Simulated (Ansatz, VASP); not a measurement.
**ReS2: VASP beside Ansatz**

Aim: how closely do two programs agree when they are given the same cell, functional and k mesh? The cell is taken from a series of runs on this material, whose earlier steps may have relaxed, scaled, displaced or heated it; both programs get it as it stands.

Method: plane waves, with VASP 6.6.1 beside it; single point at PBEsol, in Ansatz 0.2.0.

### Step 1. The structure

The cell holds 24 atoms: 8 Re and 16 S. Its edges and angles: a = 6.400 Å, b = 6.503 Å, c = 13.267 Å, α = 76.9°, β = 89.4°, γ = 61.1°.

### Step 2. Ansatz: single point, PBEsol

Ansatz runs on its default PAW (the set named soft_2) files.

A single point gives forces, pressure and levels at one fixed geometry, so differences don't come from the geometry; what else differs is listed under the comparison.

input.yaml

```yaml
crystal:
  lattice:
    - [6.3995039791, 0.0, 0.0]
    - [3.1426413637, 5.6935693714, 0.0]
    - [0.1305521424, 3.3696191671, 12.8315308731]
  atoms:
    - { symbol: Re, position: [0.23791434, 0.96114634, 0.7513326] }
    - { symbol: Re, position: [0.7396055, 0.46415308, 0.25060946] }
    - { symbol: Re, position: [0.2603945, 0.53584692, 0.74939054] }
    - { symbol: Re, position: [0.81179443, 0.93427174, 0.75408355] }
    - { symbol: Re, position: [0.68651911, 0.56272253, 0.74663582] }
    - { symbol: Re, position: [0.76208566, 0.03885366, 0.2486674] }
    - { symbol: Re, position: [0.31348089, 0.43727747, 0.25336418] }
    - { symbol: Re, position: [0.18820557, 0.06572826, 0.24591645] }
    - { symbol: S, position: [0.8988384, 0.7166699, 0.62895414] }
    - { symbol: S, position: [0.40051432, 0.21957866, 0.12829888] }
    - { symbol: S, position: [0.6406834, 0.23183327, 0.38504228] }
    - { symbol: S, position: [0.86099678, 0.27108808, 0.11429109] }
    - { symbol: S, position: [0.40719242, 0.20749476, 0.65804174] }
    - { symbol: S, position: [0.09110093, 0.28952582, 0.84267006] }
    - { symbol: S, position: [0.59280758, 0.79250524, 0.34195826] }
    - { symbol: S, position: [0.1011616, 0.2833301, 0.37104586] }
    - { symbol: S, position: [0.86807674, 0.24368232, 0.64514213] }
    - { symbol: S, position: [0.63018619, 0.2533939, 0.85554758] }
    - { symbol: S, position: [0.13192326, 0.75631768, 0.35485787] }
    - { symbol: S, position: [0.3593166, 0.76816673, 0.61495772] }
    - { symbol: S, position: [0.13900322, 0.72891192, 0.88570891] }
    - { symbol: S, position: [0.36981381, 0.7466061, 0.14445242] }
    - { symbol: S, position: [0.59948568, 0.78042134, 0.87170112] }
    - { symbol: S, position: [0.90889907, 0.71047418, 0.15732994] }
kpoints:
  mp_grid: { grid: [4, 4, 2] }
scf:
  occupations: { method: fixed }
hamiltonian:
  xc: pbesol
  pseudopotentials: { kind: paw }
output:
  optics:
    e_range: [0, 12]
    de: 0.05
    sigma: 0.1
    nscf_kmesh: { grid: [4, 4, 2] }
    bands: { spectra_wanted_up_to: 12 }
```

Run with:

```sh
$ ansatz run input.yaml --threads 8 --pin off --max-ram 16384MiB --backend cpu --events-out ev --progress --plain --runs-dir out
```

Numbers of over 12 decimals in the logs are rounded to 6 here.

The log of the run:

```text
Engine: ansatz 0.2.0, aarch64-unknown-linux-gnu
Pseudopotentials: kind: paw
Pseudopotential: Re, paw, valence charge 15, recommended cutoff 420 eV (normal), Re.paw.azcp
Pseudopotential: S, paw, valence charge 6, recommended cutoff 420 eV (normal), S.paw.azcp
Functional definition: PBEsol
  exchange = pbesol_x
  correlation = pbesol_c
Crystal: 24 atoms, lattice volume = 467.530 Å³
Basis set: ecut = 420 eV, 9145 PW (Γ)
Bands: 132, of which v1, the nominal top of the filled ones, is band 108 counted from 1 (107 counted from 0)
Symmetry: 2 space group operations
Space group: P-1 (ITA 2), of the structure as read, at distance tolerance 7.8e-5 Å
k-points: 20 of 32
Non-local potential: Re, projectors of the file, l = 0: 3, l = 1: 2, l = 2: 2, l = 3: 1
Non-local potential: S, projectors of the file, l = 0: 2, l = 1: 2, l = 2: 2
PAW form: soft (Blöchl's): semilocal exchange-correlation on the pseudo side does not see the compensation charge
PAW frozen core: Re, regenerated for the run's functional, and the local potential with it (the file was generated under x = pbe(κ = 0.804, μ = 0.219515), c = pbe(β = 0.066725))
PAW frozen core: S, regenerated for the run's functional, and the local potential with it (the file was generated under x = pbe(κ = 0.804, μ = 0.219515), c = pbe(β = 0.066725))
PAW one-centre angular grid: Re, 590 points (default); XC on 64 Gauss nodes
PAW one-centre angular grid: S, 110 points (default); XC on 64 Gauss nodes
Initial density: superposition of atomic densities (neutral atoms: chi_scale 0, normalization atom), corrected by the library's trained network
Initial wavefunctions: pseudopotential atomic-orbital guess
Functional: x = pbesol(κ = 0.804, μ = 0.123457), c = pbesol(β = 0.046)
SCF iter   1: F=—  HF=-100071.655119 eV  |F-HF|=—  |Δ(HF+E_count)|=         —  Δρ=7.70e-3  dr2=2.83e-1  ethr=1.77e-3  ⟨swp⟩=6.0  Hψ=10021  notcnv=0  defer=410
preconditioner: auto → Resta (q_TF=auto, 2.399 Å⁻¹)  ε∞=7.9  [insulator: Δε(μ)=1.260 eV  Ē_g=8.031 eV  n_scr=112 (ndim 8)  ℏωp=21.2 eV  f_vac=0.080  ε∞_Penn≈7.9]
SCF iter   2: F=—  HF=-100071.632367 eV  |F-HF|=—  |Δ(HF+E_count)|=   2.28e-2  Δρ=3.84e-3  dr2=3.73e-2  ethr=1.31e-4  ⟨swp⟩=2.9  Hψ=4173  notcnv=0  defer=440
SCF iter   3: F=—  HF=-100071.635000 eV  |F-HF|=—  |Δ(HF+E_count)|=   2.63e-3  Δρ=2.05e-3  dr2=1.14e-2  ethr=1.73e-5  ⟨swp⟩=2.6  Hψ=3416  notcnv=0  defer=440
SCF iter   4: F=—  HF=-100071.637445 eV  |F-HF|=—  |Δ(HF+E_count)|=   2.44e-3  Δρ=8.77e-4  dr2=8.30e-3  ethr=5.28e-6  ⟨swp⟩=2.4  Hψ=3536  notcnv=0  defer=440
SCF iter   5: F=—  HF=-100071.636599 eV  |F-HF|=—  |Δ(HF+E_count)|=   8.45e-4  Δρ=1.99e-4  dr2=1.65e-4  ethr=3.84e-6  ⟨swp⟩=2.0  Hψ=3348  notcnv=0  defer=440
SCF iter   6: F=—  HF=-100071.636670 eV  |F-HF|=—  |Δ(HF+E_count)|=   7.10e-5  Δρ=3.68e-5  dr2=9.05e-6  ethr=7.63e-8  ⟨swp⟩=2.0  Hψ=3589  notcnv=0  defer=359
SCF iter   7: F=—  HF=-100071.636302 eV  |F-HF|=—  |Δ(HF+E_count)|=   3.68e-4  Δρ=1.43e-5  dr2=2.04e-6  ethr=4.19e-9  ⟨swp⟩=2.0  Hψ=4144  notcnv=0  defer=356
SCF iter   8: F=—  HF=-100071.636303 eV  |F-HF|=—  |Δ(HF+E_count)|=   1.09e-6  Δρ=1.45e-5  dr2=2.49e-6  ethr=9.45e-10  ⟨swp⟩=2.0  Hψ=3487  notcnv=0  defer=356
SCF iter   9: F=—  HF=-100071.636303 eV  |F-HF|=—  |Δ(HF+E_count)|=   1.54e-7  Δρ=5.87e-6  dr2=3.75e-7  ethr=9.45e-10  ⟨swp⟩=2.0  Hψ=3438  notcnv=0  defer=356
SCF iter  10: F=—  HF=-100071.636303 eV  |F-HF|=—  |Δ(HF+E_count)|=   5.71e-8  Δρ=1.91e-6  dr2=4.27e-8  ethr=1.74e-10  ⟨swp⟩=2.0  Hψ=3349  notcnv=0  defer=356
SCF iter  11: F=—  HF=-100071.636303 eV  |F-HF|=—  |Δ(HF+E_count)|=   3.68e-8  Δρ=1.08e-6  dr2=1.87e-8  ethr=1.98e-11  ⟨swp⟩=2.0  Hψ=3534  notcnv=0  defer=356
SCF iter  12: F=—  HF=-100071.636303 eV  |F-HF|=—  |Δ(HF+E_count)|=   3.57e-9  Δρ=5.73e-7  dr2=3.49e-9  ethr=8.65e-12  ⟨swp⟩=2.0  Hψ=3458  notcnv=0  defer=356
SCF iter  13: F=—  HF=-100071.636303 eV  |F-HF|=—  |Δ(HF+E_count)|=  5.38e-10  Δρ=3.85e-7  dr2=1.66e-9  ethr=1.62e-12  ⟨swp⟩=2.0  Hψ=3480  notcnv=0  defer=356
SCF iter  14: F=—  HF=-100071.636303 eV  |F-HF|=—  |Δ(HF+E_count)|=  7.28e-11  Δρ=1.57e-7  dr2=2.72e-10  ethr=1.00e-12  ⟨swp⟩=2.0  Hψ=2729  notcnv=0  defer=356
SCF iter  15: F=—  HF=-100071.636303 eV  |F-HF|=—  |Δ(HF+E_count)|=  1.46e-10  Δρ=1.98e-7  dr2=4.56e-10  ethr=1.00e-12  ⟨swp⟩=2.0  Hψ=2527  notcnv=0  defer=356
SCF iter  16: F=-100071.636303 eV  HF=-100071.636303 eV  |F-HF|=2.91e-11  |Δ(HF+E_count)|=  2.91e-11  Δρ=2.98e-8  dr2=7.49e-12  ethr=1.00e-12  ⟨swp⟩=10.3  Hψ=10908  notcnv=0
SCF 1 converged in 16 iterations: F = -100071.636303 eV  dr2 = 7.49e-12
  greatest PAW one-centre occupation: 0.999 electrons in one spin orbital (limit 2), on the Re atom at site 5 (counted from 0), in its partial waves of l = 0
NSCF: frozen V_eff on 20 k-points
output.optics: what the bands over the 226 summed would add to eps1, eps2 and the energy-loss function is held between a lower and an upper bound (9 Lanczos steps). eps1, eps2 and their loss function (loss_summed_bands) are given on every row as the summed bands alone make them. Along an axis, on a row where the two bounds hold the loss function to about 1 % of the greater of itself and 0.5 % of |1/eps|, its cell (loss_completed) is given, with the completed eps1 and eps2 that it is formed of (a cell that is left empty reads nan in the table and null in the record). The two bounds hold it so along every axis on all 241 rows up to 12.000 eV. [rest of the remark cut]
SCF converged after 16 iterations
Free energy (F): -100071.636303 eV
Harris-Foulkes:  -100071.636303 eV  (|F-HF|=2.91e-11)
Internal energy: -100071.636303 eV  (E = F + TS)
E sigma→0 (E₀):  -100071.636303 eV
Fermi energy:    9.443973 eV
--- Per-component energies (eV) ---
  E_band       = -2065.100126
  E_kinetic    = 6036.215265
  E_local      = -20699.222798  (includes V_loc(G=0)·N_el)
  E_nonlocal   = 868.768509
  E_hartree    = 8398.565420
  E_xc         = -4745.156570
  E_vxc        = -3827.041683  (∫ρ·V_xc dr)
  E_paw        = -77593.209472  (= ΣΔE_a)
  E_vpaw       = -1240.949720  (= ΣTr[D̂ρ^β])
  E_aug_tail   = -0.000558  (compensation charges beyond the density's cutoff)
  E_ewald      = -12340.453380
  E_core_change = 2.857281  (= ΣΔE_core)
  E_smearing   = -0.000000  (= −TS)
  E_closure    = -0.000000  (closes the sum)
  Σ components = -100071.636303   (vs F -100071.636303, Δ=0.00e0)
--- Band table (eV; the first three rows and the last of 20) ---
  k-point 0: bands = [... 104 lower, 9.0770, 9.1688, 9.2566, 9.4440, 10.7157, 10.8710, 11.3994, 11.4231, ... 20 higher]
  k-point 1: bands = [... 104 lower, 9.1033, 9.1086, 9.3796, 9.3827, 10.7899, 10.7918, 11.4098, 11.4113, ... 20 higher]
  k-point 2: bands = [... 104 lower, 9.1867, 9.1973, 9.2494, 9.3732, 10.9533, 11.0108, 11.3720, 11.3748, ... 20 higher]
  k-point 19: bands = [... 104 lower, 8.9634, 8.9651, 9.0638, 9.0650, 11.0631, 11.0647, 11.2126, 11.2131, ... 20 higher]
```

[end of part 1 of 2]

[Lines on the potential files, build, host, timing and source positions are cut from VASP's logs without a mark.]

[Logs are printed without paths, hosts, clocks, repeated set-up lines and the standing remarks that a program may print on its own settings, such as how far it seeks lower states.]

[Hosts, paths, dates, database ids (printed as entryN), source tags and the programs' standing remarks are cut or masked in the printed files.]
